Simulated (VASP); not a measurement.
Calculation: revPBE GGA, VASP's PBE PAW potentials (set 64) (plane waves; VASP 6.6.1).

The input files of a VASP run:

KPOINTS:
```
Automatic mesh
0
gamma
  9 9 3
```

INCAR:
```
LASPH = .TRUE.   ! aspherical one-centre terms
ISMEAR = 0   ! Gaussian
ENCUT = 520   ! plane-wave cut-off (eV)
EDIFF = 1E-6
NELM = 100
PREC = Accurate
ISIF = 3   ! ions, shape and volume
SIGMA = 0.05   ! width (eV)
IBRION = 2
LCHARG = .FALSE.
SYSTEM = BN
LREAL = .FALSE.   ! projection in real space or not
NSW = 60
LWAVE = .FALSE.
EDIFFG = -0.02
GGA = RE
ALGO = Normal   ! blocked Davidson
```

File POSCAR:
```
BN
1.0
  1.2608628022  -2.1838788317   0.0000000000
  1.2608628022   2.1838788317   0.0000000000
  0.0000000000   0.0000000000   8.9059680474
B N
2 2
Cartesian
  1.2608628022   0.7279610665   2.2264920119
  1.2608628022  -0.7279610665   6.6794760355
  1.2608628022  -0.7279610665   2.2264920119
  1.2608628022   0.7279610665   6.6794760355
```

POTCAR, in this order: B N (PBE.64 set). Program: vasp_std.

The run wrote:

File OUTCAR:
```
 ion  position               nearest neighbor table
   1  0.333  0.667  0.250-   3 1.46   3 1.46   3 1.46
   2  0.667  0.333  0.750-   4 1.46   4 1.46   4 1.46
   3  0.667  0.333  0.250-   1 1.46   1 1.46   1 1.46
   4  0.333  0.667  0.750-   2 1.46   2 1.46   2 1.46
  LATTYP: Found a hexagonal cell.
 ALAT       =     2.5217259481
 C/A-ratio  =     3.5316954461
 Subroutine PRICEL returns:
 Original cell was already a primitive cell.
 Subroutine GETGRP returns: Found 24 space group operations
The static configuration has the point symmetry D_3d.
 The point group associated with its full space group is D_6h.
The dynamic configuration has the point symmetry D_3d.
 Subroutine INISYM returns: Found 24 space group operations
 Subroutine IBZKPT returns following result:
 Found     24 irreducible k-points:

 Following reciprocal coordinates:
            Coordinates               Weight
  0.000000  0.000000  0.000000      1.000000
  0.111111  0.000000  0.000000      6.000000
  0.222222 -0.000000  0.000000      6.000000
  0.333333  0.000000  0.000000      6.000000
  0.444444 -0.000000  0.000000      6.000000
...
```

File OSZICAR:
```
       N       E                     dE             d eps       ncg     rms          rms(c)
DAV:   1     0.811815630037E+02    0.81182E+02   -0.78391E+03   576   0.117E+03
DAV:   2    -0.312075445003E+02   -0.11239E+03   -0.10160E+03   860   0.261E+02
DAV:   3    -0.375311764822E+02   -0.63236E+01   -0.62835E+01   736   0.686E+01
DAV:   4    -0.376204401161E+02   -0.89264E-01   -0.89181E-01   712   0.895E+00
DAV:   5    -0.376220960273E+02   -0.16559E-02   -0.16558E-02   732   0.122E+00    0.112E+01
DAV:   6    -0.344473784571E+02    0.31747E+01   -0.79671E+00   696   0.231E+01    0.506E+00
DAV:   7    -0.341573076790E+02    0.29007E+00   -0.54226E-01   740   0.614E+00    0.316E+00
DAV:   8    -0.340583019178E+02    0.99006E-01   -0.36978E-01   724   0.448E+00    0.503E-01
DAV:   9    -0.340579278741E+02    0.37404E-03   -0.16869E-02   684   0.115E+00    0.194E-01
DAV:  10    -0.340618697051E+02   -0.39418E-02   -0.34701E-03   612   0.520E-01    0.536E-02
DAV:  11    -0.340622584643E+02   -0.38876E-03   -0.50591E-04   720   0.247E-01    0.323E-02
DAV:  12    -0.340622682273E+02   -0.97630E-05   -0.68484E-05   648   0.794E-02    0.660E-03
DAV:  13    -0.340622700172E+02   -0.17899E-05   -0.52887E-06   744   0.197E-02    0.194E-03
DAV:  14    -0.340622705790E+02   -0.56185E-06   -0.42789E-07   492   0.746E-03
   1 F= -.34062271E+02 E0= -.34062271E+02  d E =-.340623E+02
```

OUTCAR:
```
------------------------ aborting loop because EDIFF is reached ----------------------------------------
  FORCE on cell =-STRESS in cart. coord.  units (eV):
  Direction    XX          YY          ZZ          XY          YZ          ZX
  --------------------------------------------------------------------------------------
  Total       -0.0106403     -0.0106403      0.0711700     -0.0000000     -0.0000000      0.0000000
  in kB       -0.3475813     -0.3475814      2.3248764     -0.0000000     -0.0000000      0.0000000
  external PRESSURE =       0.5432379 kB  Pullay stress =       0.0000000 kB
  volume of cell :       49.05
      direct lattice vectors                 reciprocal lattice vectors
     1.260862802 -2.183878832  0.000000000     0.396553851 -0.228950431  0.000000000
     1.260862802  2.183878832  0.000000000     0.396553851  0.228950431  0.000000000
     0.000000000  0.000000000  8.905968047     0.000000000  0.000000000  0.112284256
  FREE ENERGIE OF THE ION-ELECTRON SYSTEM (eV)
  ---------------------------------------------------
  free  energy   TOTEN  =       -34.0622705790 eV

  energy  without entropy=      -34.0622705790  energy(sigma->0) =      -34.06227058

 reached required accuracy - stopping structural energy minimisation
```
(Selected blocks of OUTCAR.)

File OUTCAR:
```
 val. band max:        0.2542474229   @ k =   0.3333   0.3333   0.3333

 cond. band min:       4.8205441640   @ k =   0.0000   0.0000   0.0000


 Fermi energy:         0.5143246635

 k-point     1 :       0.0000    0.0000    0.0000
  band No.  band energies     occupation
      1     -17.3514      2.00000
      2     -17.3314      2.00000
      3      -5.0442      2.00000
      4      -4.6673      2.00000
      5      -1.0890      2.00000
      6      -1.0890      2.00000
      7      -1.0879      2.00000
      8      -1.0878      2.00000
      9       4.8205      0.00000
     10       7.7487      0.00000
     11       9.5773      0.00000
     12      11.7151      0.00000

 k-point     2 :       0.1111    0.0000    0.0000
  band No.  band energies     occupation
      1     -17.1178      2.00000
      2     -17.0985      2.00000
      3      -4.7282      2.00000
      4      -4.3601      2.00000
      5      -2.0476      2.00000
      6      -2.0436      2.00000
      7      -1.5204      2.00000
      8      -1.5189      2.00000
      9       5.2334      0.00000
     10       7.9661      0.00000
     11       9.9727      0.00000
     12      11.5500      0.00000

 k-point     3 :       0.2222   -0.0000    0.0000
  band No.  band energies     occupation
      1     -16.4426      2.00000
      2     -16.4254      2.00000
      3      -4.2194      2.00000
      4      -4.2152      2.00000
      5      -3.8072      2.00000
      6      -3.4679      2.00000
      7      -2.4391      2.00000
      8      -2.4371      2.00000
      9       6.3485      0.00000
     10       8.2697      0.00000
     11       9.9501      0.00000
     12      10.2730      0.00000

 k-point     4 :       0.3333    0.0000    0.0000
  band No.  band energies     occupation
      1     -15.4383      2.00000
      2     -15.4250      2.00000
      3      -6.5826      2.00000
      4      -6.5795      2.00000
      5      -3.2891      2.00000
      6      -3.2868      2.00000
...
```

Without a dispersion term in the relaxation, distances and binding between the weakly bound layers, chains or molecules are unreliable, and so is what depends on them.

The compound is BN in the hex structure. It was relaxed first, which changed the volume by +36 %. The start is the result of an earlier pass.
